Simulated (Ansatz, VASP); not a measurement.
**One calculation of CaPd4, two programs**

```
CELL_PARAMETERS angstrom
4.82499 0.00000 0.00000
0.00000 4.82499 0.00000
0.00000 0.00000 4.82499
ATOMIC_POSITIONS crystal
Ca 0.50000 0.50000 0.50000
Pd 0.00000 0.50000 0.50000
Pd 0.50000 0.00000 0.50000
Pd 0.50000 0.50000 0.00000
Pd 0.00000 0.00000 0.00000
```

The cell was built by a generator and needn't be a form met in nature.

Alike in both runs: task single point; functional PBE; k mesh 8 × 8 × 8; occupations gaussian, width 0.1 eV; no spin polarisation.

|  | VASP | Ansatz |
| --- | --- | --- |
| version | VASP 6.6.1 | Ansatz 0.2.0 |
| potentials or method | VASP PAW PBE potentials, release 64 (Ca_sv, Pd) | scalar-relativistic, plane waves, PAW |
| plane-wave cutoff (eV) | 520 | 420 |
| valence electrons in the cell | 50 | 82 |

Ansatz gave:

| Property | Result |
| --- | --- |
| gap on the k mesh at the Fermi level (eV) | none |
| pressure (GPa) | 0.0 |

What did VASP give for the same quantities?

gap on the k mesh at the Fermi level (eV): none; pressure (GPa): 0.3.

A gap of «none» marks a metal or a gap that the smearing closes. The two sets of potentials don't hold the same shells in valence.
